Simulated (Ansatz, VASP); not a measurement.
# Cross-check of LiTaS3 between VASP and Ansatz, part 2 of 2

Aim: how closely do two programs agree when they are given the same cell, functional and k mesh? The cell is generated by rule, not measured, and may not be a known phase. The cell is taken from a series of runs on this material, whose earlier steps may have relaxed, scaled, displaced or heated it; both programs get it as it stands.

VASP 6.6.1 and Ansatz 0.2.0.

So far: Set-up; Ansatz: relaxation of cell and atoms, PBEsol.

## 3. VASP: relaxation of cell and atoms, PBEsol

Level of this step: PBEsol; plane waves and PAW (Li_sv, Ta_pv, S); invented cell (VASP).

The same cell, functional, mesh and smearing now go to VASP, with its own data sets.

Lines of VASP's logs that name or quote its potential files are left out, and so is its time.

The input, INCAR:

```
SYSTEM = LiTaS3
PREC = Accurate
ENCUT = 750
EDIFF = 1E-07
NELM = 120
ISMEAR = 1
SIGMA = 0.2
LREAL = .FALSE.
ALGO = Normal
GGA = PS
NBANDS = 42
LASPH = .TRUE.
LORBIT = 11
LWAVE = .FALSE.
LCHARG = .FALSE.
ISIF = 3
IBRION = 2
NSW = 80
EDIFFG = -0.005
GGA_COMPAT = .FALSE.
NELMIN = 4
KPAR = 2
```

The input, POSCAR:

```
LiTaS3
1.0
    3.3240440000     -3.4490830000      0.0000000000
    3.3240440000      3.4490830000      0.0000000000
    0.0000000000      0.0000000000      9.5636450000
Li Ta S
2 2 6
Direct
    0.1585524326      0.8414475674      0.7499999216
    0.8414475674      0.1585524326      0.2499999739
    0.5000000000      0.5000000000      0.0000000000
    0.5000000000      0.5000000000      0.4999999477
    0.5069392357      0.4930607643      0.7499999216
    0.4930607643      0.5069392357      0.2499999739
    0.9999999275      0.5000000725      0.0000000000
    0.9999999275      0.5000000725      0.4999999477
    0.5000000725      0.9999999275      0.0000000000
    0.5000000725      0.9999999275      0.4999999477
```

The input, KPOINTS:

```
Automatic mesh
0
Gamma
8 8 4
0 0 0
```

The projector-augmented-wave data sets are Li_sv, Ta_pv and S (PBE family, release 64).

The run is started by

```sh
$ mpirun -np 2 vasp_std
```

Numbers of over 12 decimals in the logs are rounded to 6 here.

The program printed:

```text
[banner, memory and clock lines left out]
running    2 mpi-ranks, on    1 nodes
 distrk:  each k-point on    1 cores,    2 groups
 distr:  one band on    1 cores,    1 groups

 POSCAR found type information on POSCAR LiTaS
 POSCAR found :  3 types and      10 ions
|                                                                             |
|               ----> ADVICE to this user running VASP <----                  |
|                                                                             |
|     You enforced a specific xc type in the INCAR file but a different       |
|     [... a line on the potential file left out ...]
|     I HOPE YOU KNOW WHAT YOU ARE DOING!                                     |
|                                                                             |

 LDA part: xc-table for (Slater+PW92), standard interpolation
 POSCAR, INCAR and KPOINTS ok, starting setup
 FFT: planning ... GRIDC
 FFT: planning ... GRID_SOFT
 FFT: planning ... GRID
 WAVECAR not read
 entering main loop
       N       E                     dE             d eps       ncg     rms          rms(c)
DAV:   1     0.575594563884E+03    0.57559E+03   -0.36100E+04  5332   0.186E+03
DAV:   2    -0.156734232765E+02   -0.59127E+03   -0.56656E+03  6390   0.392E+02
DAV:   3    -0.656994176530E+02   -0.50026E+02   -0.48901E+02  7834   0.997E+01
DAV:   4    -0.684710011184E+02   -0.27716E+01   -0.27518E+01  8448   0.209E+01
DAV:   5    -0.688472760310E+02   -0.37627E+00   -0.37607E+00  8824   0.490E+00    0.283E+01
DAV:   6    -0.636353530442E+02    0.52119E+01   -0.15794E+01  6406   0.189E+01    0.139E+01
DAV:   7    -0.634190813192E+02    0.21627E+00   -0.20568E+00  6130   0.664E+00    0.794E+00
DAV:   8    -0.632739730827E+02    0.14511E+00   -0.53261E-01  6528   0.415E+00    0.101E+00
DAV:   9    -0.632677652644E+02    0.62078E-02   -0.66375E-02  7294   0.134E+00    0.421E-01
DAV:  10    -0.632710024592E+02   -0.32372E-02   -0.79874E-03  7536   0.369E-01    0.202E-01
DAV:  11    -0.632735084874E+02   -0.25060E-02   -0.16842E-03  6320   0.171E-01    0.730E-02
DAV:  12    -0.632744499017E+02   -0.94141E-03   -0.63163E-04  6408   0.930E-02    0.480E-02
DAV:  13    -0.632747191667E+02   -0.26927E-03   -0.28781E-04  6642   0.606E-02    0.128E-02
DAV:  14    -0.632747658818E+02   -0.46715E-04   -0.72223E-05  6778   0.300E-02    0.109E-02
DAV:  15    -0.632747668642E+02   -0.98241E-06   -0.64846E-06  7852   0.765E-03    0.643E-03
DAV:  16    -0.632747696703E+02   -0.28062E-05   -0.42052E-06  6130   0.725E-03    0.348E-03
DAV:  17    -0.632747697847E+02   -0.11438E-06   -0.39078E-07  6006   0.238E-03    0.249E-03
DAV:  18    -0.632747698347E+02   -0.50018E-07   -0.42341E-08  3790   0.977E-04
   1 F= -.63274770E+02 E0= -.63275856E+02  d E =-.632748E+02
 curvature:   0.00 expect dE= 0.000E+00 dE for cont linesearch  0.000E+00
 trial: gam= 0.00000 g(F)=  0.472E-05 g(S)=  0.330E-03 ort = 0.000E+00 (trialstep = 0.100E+01)
 search vector abs. value=  0.334E-03
 bond charge predicted
       N       E                     dE             d eps       ncg     rms          rms(c)
DAV:   1    -0.632759242380E+02   -0.11545E-02   -0.32948E-02  5616   0.106E+00    0.303E-01
DAV:   2    -0.632750759368E+02    0.84830E-03   -0.19108E-03  6262   0.243E-01    0.123E-01
DAV:   3    -0.632748394590E+02    0.23648E-03   -0.76112E-04  6054   0.102E-01    0.448E-02
DAV:   4    -0.632748176335E+02    0.21826E-04   -0.51171E-05  6858   0.415E-02    0.351E-02
DAV:   5    -0.632748126791E+02    0.49544E-05   -0.71755E-06  7196   0.134E-02    0.129E-02
DAV:   6    -0.632748089320E+02    0.37471E-05   -0.41149E-06  6194   0.102E-02    0.347E-03
DAV:   7    -0.632748086912E+02    0.24081E-06   -0.26180E-07  5192   0.266E-03    0.102E-03
DAV:   8    -0.632748088320E+02   -0.14079E-06   -0.70427E-08  3446   0.123E-03    0.528E-04
DAV:   9    -0.632748088076E+02    0.24346E-07   -0.17319E-08  3274   0.646E-04
   2 F= -.63274809E+02 E0= -.63275923E+02  d E =-.389729E-04
 trial-energy change:   -0.000039  1 .order   -0.000041   -0.000334    0.000252
 step:   0.5647(harm=  0.5703)  dis= 0.00017  next Energy=   -63.274864 (dE=-0.940E-04)
 bond charge predicted
       N       E                     dE             d eps       ncg     rms          rms(c)
DAV:   1    -0.632750716408E+02   -0.26281E-03   -0.62387E-03  5614   0.462E-01    0.132E-01
DAV:   2    -0.632749084301E+02    0.16321E-03   -0.36191E-04  6260   0.106E-01    0.538E-02
DAV:   3    -0.632748631605E+02    0.45270E-04   -0.14415E-04  6030   0.445E-02    0.195E-02
DAV:   4    -0.632748611336E+02    0.20269E-05   -0.94691E-06  6862   0.178E-02    0.153E-02
DAV:   5    -0.632748629124E+02   -0.17788E-05   -0.13261E-06  6544   0.580E-03    0.561E-03
DAV:   6    -0.632748638333E+02   -0.92089E-06   -0.83270E-07  6356   0.457E-03    0.149E-03
DAV:   7    -0.632748639426E+02   -0.10926E-06   -0.42371E-08  3398   0.116E-03    0.439E-04
DAV:   8    -0.632748639021E+02    0.40493E-07   -0.17576E-08  2988   0.625E-04
   3 F= -.63274864E+02 E0= -.63275966E+02  d E =-.940673E-04
 curvature:  -0.29 expect dE=-0.115E-05 dE for cont linesearch -0.103E-07
 trial: gam= 0.00168 g(F)=  0.578E-06 g(S)=  0.345E-05 ort = 0.347E-05 (trialstep = 0.913E+00)
 search vector abs. value=  0.404E-05
 reached required accuracy - stopping structural energy minimisation
```

Parts of OUTCAR (step 3):

```text
ion  position               nearest neighbor table
   1  0.159  0.841  0.750-   5 2.40
   2  0.841  0.159  0.250-   6 2.40
   3  0.500  0.500  0.000-   6 2.39   5 2.39   7 2.40   9 2.40   9 2.40   7 2.40
   4  0.500  0.500  0.500-   6 2.39   5 2.39   8 2.40  10 2.40  10 2.40   8 2.40
   5  0.507  0.493  0.750-   4 2.39   3 2.39   1 2.40
   6  0.493  0.507  0.250-   4 2.39   3 2.39   2 2.40
   7  1.000  0.500  0.000-   3 2.40   3 2.40
   8  1.000  0.500  0.500-   4 2.40   4 2.40
   9  0.500  1.000  0.000-   3 2.40   3 2.40
  10  0.500  1.000  0.500-   4 2.40   4 2.40

  LATTYP: Found a base centered orthorhombic cell.
 ALAT       =     6.6480880000
 B/A-ratio  =     1.0376165297
 C/A-ratio  =     1.4385557171

 Subroutine GETGRP returns: Found  8 space group operations
 (whereof  4 operations were pure point group operations)

The static configuration has the point symmetry C_2h.
 The point group associated with its full space group is D_2h.

 Found     63 irreducible k-points:

   k-points           NKPTS =     63   k-points in BZ     NKDIM =     63   number of bands    NBANDS=     42

   dimension x,y,z NGX =    48 NGY =   48 NGZ =   90
   dimension x,y,z NGXF=    96 NGYF=   96 NGZF=  180

   ENCUT  =  750.0 eV  55.12 Ry    7.42 a.u.  10.70 10.70 21.36*2*pi/ulx,y,z

   NELECT =      64.0000    total number of electrons

 k-points in reciprocal lattice and weights: Automatic mesh
   0.00000000  0.00000000  0.00000000       0.004
   0.12500000  0.00000000  0.00000000       0.016
   0.25000000  0.00000000  0.00000000       0.016
   0.37500000  0.00000000  0.00000000       0.016
   0.50000000  0.00000000  0.00000000       0.008
   0.12500000  0.12500000  0.00000000       0.008
   0.25000000  0.12500000  0.00000000       0.016
   0.37500000  0.12500000  0.00000000       0.016
   0.50000000  0.12500000  0.00000000       0.016
[...]
-0.37500000  0.37500000  0.50000000       0.008
   0.50000000  0.50000000  0.50000000       0.004

 average (electrostatic) potential at core
       1 -62.4485       2 -62.4486       3 -40.6401       4 -40.6401       5 -88.1739
       6 -88.1739       7 -88.1830       8 -88.1830       9 -88.1830      10 -88.1830

 E-fermi :   2.9385

 k-point     1 :       0.0000    0.0000    0.0000
  band No.  band energies     occupation
    ...
     32       2.2748      2.00003
     33       2.2954      2.00005
     34       2.3301      2.00015
     35       2.3622      2.00036
     36       2.4136      2.00130
     37       4.9021     -0.00000
     38       4.9127     -0.00000
     39       4.9761     -0.00000
     40       5.1476     -0.00000
     41       5.3407     -0.00000
    ...

 k-point     2 :       0.1250    0.0000    0.0000
  band No.  band energies     occupation
    ...
     29       1.7492      2.00000
     30       1.7515      2.00000
     31       2.0214      2.00000
     32       2.0525      2.00000
     33       2.2233      2.00001
     34       3.0234      0.34822
     35       3.1308     -0.04136
     36       3.2083     -0.06692
     37       4.9128     -0.00000
     38       5.1574     -0.00000
    ...

 k-point     3 :       0.2500    0.0000    0.0000
  band No.  band energies     occupation
    ...
     29       1.3814      2.00000
     30       1.9783      2.00000
     31       2.0452      2.00000
     32       2.1413      2.00000
     33       2.2443      2.00001
     34       4.0085     -0.00000
     35       4.1069     -0.00000
     36       4.1821     -0.00000
     37       4.9290     -0.00000
     38       5.2072     -0.00000
    ...

  Total       -0.0121124      0.0190865     -0.0142870      0.0000000      0.0000000      0.0000000
  in kB       -0.0883885      0.1392810     -0.1042568      0.0000000      0.0000000      0.0000000
  external PRESSURE =      -0.0177881 kB  Pullay stress =       0.0000000 kB

  energy-cutoff  :      750.00
  volume of cell :      219.56
      direct lattice vectors                 reciprocal lattice vectors
     3.325224296 -3.450902208  0.000000000     0.150365797 -0.144889646  0.000000000
     3.325224296  3.450902208 -0.000000000     0.150365797  0.144889646 -0.000000000
     0.000000000  0.000000000  9.566708372     0.000000000  0.000000000  0.104529161

 POSITION                                       TOTAL-FORCE (eV/Angst)
 -----------------------------------------------------------------------------------
      3.32522      2.35669      7.17503         0.000000     -0.000322     -0.000000
      3.32522     -2.35669      2.39168         0.000000      0.000322     -0.000000
      3.32522      0.00000      0.00000        -0.000000      0.000000     -0.000000
      3.32522      0.00000      4.78335         0.000000      0.000000     -0.000000
      3.32522     -0.04806      7.17503         0.000000     -0.002426      0.000000
      3.32522      0.04806      2.39168         0.000000      0.002426      0.000000
      4.98784     -1.72545      0.00000         0.000000      0.000000     -0.000000
      4.98784     -1.72545      4.78335         0.000000      0.000000     -0.000000
      4.98784      1.72545     -0.00000         0.000000     -0.000000     -0.000000
      4.98784      1.72545      4.78335         0.000000     -0.000000     -0.000000
 -----------------------------------------------------------------------------------
    total drift:                               -0.000486     -0.000022      0.001478

  FREE ENERGIE OF THE ION-ELECTRON SYSTEM (eV)
  ---------------------------------------------------
  free  energy   TOTEN  =       -63.2748639021 eV

  energy  without entropy=      -63.2781700334  energy(sigma->0) =      -63.27596595

 reached required accuracy - stopping structural energy minimisation

 total charge
# of ion       s       p       d       tot
------------------------------------------
    1        2.001   0.029   0.000   2.029
    2        2.001   0.029   0.000   2.029
    3        0.314   6.231   2.236   8.781
    4        0.314   6.231   2.236   8.781
    5        1.327   2.435   0.000   3.762
    6        1.327   2.435   0.000   3.762
    7        1.330   2.408   0.000   3.738
    8        1.330   2.408   0.000   3.738
    9        1.330   2.408   0.000   3.738
   10        1.330   2.408   0.000   3.738
--------------------------------------------------
tot         12.601  27.023   4.471  44.095

[... 3 further parts left out ...]
```

CONTCAR:

```
LiTaS3
   1.00000000000000
     3.3252242960217311   -3.4509022081604197    0.0000000000000000
     3.3252242960217311    3.4509022081604197   -0.0000000000000000
     0.0000000000000000    0.0000000000000000    9.5667083716483496
  Li              Ta              S
     2     2     6
Direct
     0.1585398675289744    0.8414601324710256    0.7499999216000006
     0.8414601324710256    0.1585398675289744    0.2499999739000032
     0.5000000000000000    0.5000000000000000    0.0000000000000000
     0.5000000000000000    0.5000000000000000    0.4999999476999974
     0.5069638633881919    0.4930361366118081    0.7499999216000006
     0.4930361366118081    0.5069638633881919    0.2499999739000032
     0.9999999274999993    0.5000000725000007    0.0000000000000000
     0.9999999274999993    0.5000000725000007    0.4999999476999974
     0.5000000725000007    0.9999999274999993    0.0000000000000000
     0.5000000725000007    0.9999999274999993    0.4999999476999974
```

The run keeps the 8 symmetry operations of its start, so it cannot find a distortion of lower symmetry.

## 4. Side by side

Known differences besides the potentials themselves: the data sets hold 68 valence electrons in Ansatz (on its PAW soft_1 files) and 64 in VASP; the cutoff is 420 eV in Ansatz and 750 eV in VASP; Ansatz makes its cores anew for this functional, VASP keeps those of its PBE data sets; Ansatz adds a Pulay correction to the stress that steers its cell, VASP none. Total energies have different zeros and are not compared.

Compared:

| quantity | Ansatz | VASP | difference |
| --- | --- | --- | --- |
| volume (Å³) | 219.27 | 219.56 | -0.13 % |
| edge a after relaxation, in the typed setting (Å) | 4.790 | 4.792 | -0.04 % |
| edge c after relaxation, in the typed setting (Å) | 9.563 | 9.567 | -0.04 % |

## 5. Summary of results

- difference in volume (relaxation of cell and atoms, PBEsol): -0.13 %

**Reading.** The difference in volume is -0.13 % (relaxation of cell and atoms, PBEsol), within the 1.2 % picked in this series as the mark of a large difference, as far as the stopping tolerances let one tell. The data sets hold unlike numbers of valence electrons (68 in Ansatz and 64 in VASP), so part of the differences comes from the potentials. Such differences can come from data sets, numerical settings and the points named under the comparisons, not from the functional's error against experiment.

[Lines on the potential files, build, host, timing and source positions are cut from VASP's logs without a mark.]

[Logs are printed without paths, hosts, clocks, repeated set-up lines and the standing remarks that a program may print on its own settings, such as how far it seeks lower states.]

[Hosts, paths, dates, database ids (printed as entryN), source tags and the programs' standing remarks are cut or masked in the printed files.]
